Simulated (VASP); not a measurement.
Wanted: the native input for a VASP 6.6.1 run.

* Task: single point
* Functional: PBE
* Potentials or basis: VASP PAW PBE potentials, release 64 (Pd, Pb_d, C)
* Cutoff: 520 eV
* k mesh: 5 × 5 × 5
* Occupations: fermi-dirac, width 0.1 eV
* Spin: no spin polarisation
* Dipole correction: no
* Further INCAR settings: ALGO = Normal; EDIFF = 1e-06; NBANDS = 32

The structure of Pd3PbC lies in POSCAR:

```
Pd3PbC
1.0
    4.2989450000      0.0000000000      0.0000000000
    0.0000000000      4.2989450000      0.0000000000
    0.0000000000      0.0000000000      4.2989450000
Pd Pb C
3 1 1
Direct
    0.0000000000      0.5000000000      0.5000000000
    0.5000000000      0.5000000000      0.0000000000
    0.5000000000      0.0000000000      0.5000000000
    0.0000000000      0.0000000000      0.0000000000
    0.5000000000      0.5000000000      0.5000000000
```

The cell comes from a database or a generator and needn't be the stable form of this composition.

These files were run (other wordings do the same):

INCAR

```
SYSTEM = Pd3PbC
  PREC = Accurate
  ENCUT = 520
  EDIFF = 1E-6
  ISMEAR = -1
  SIGMA = 0.1
  LREAL = .FALSE.
  LASPH = .TRUE.
  NELM = 100
  ALGO = Normal
  ISIF = 2
  LWAVE = .FALSE.
  LCHARG = .FALSE.
  GGA = PE
  NBANDS = 32
```

KPOINTS

```
Automatic mesh
0
G
  5 5 5
  0 0 0
```

Potentials or basis: VASP PAW PBE potentials, release 64 (Pd, Pb_d, C).

Launch:

```bash
$ cat potpaw_PBE.64/Pd/POTCAR potpaw_PBE.64/Pb_d/POTCAR potpaw_PBE.64/C/POTCAR > POTCAR
$ mpirun -np 1 vasp_std > vasp.out
```

It gave:

The pressure is -1.1 GPa and the band gap on the k mesh is none (metal or under the smearing width).

Run time: 28 s on 1 thread of AMD EPYC 7R13 Processor (Zen 3), on a shared host, peak memory 0.16 GiB.
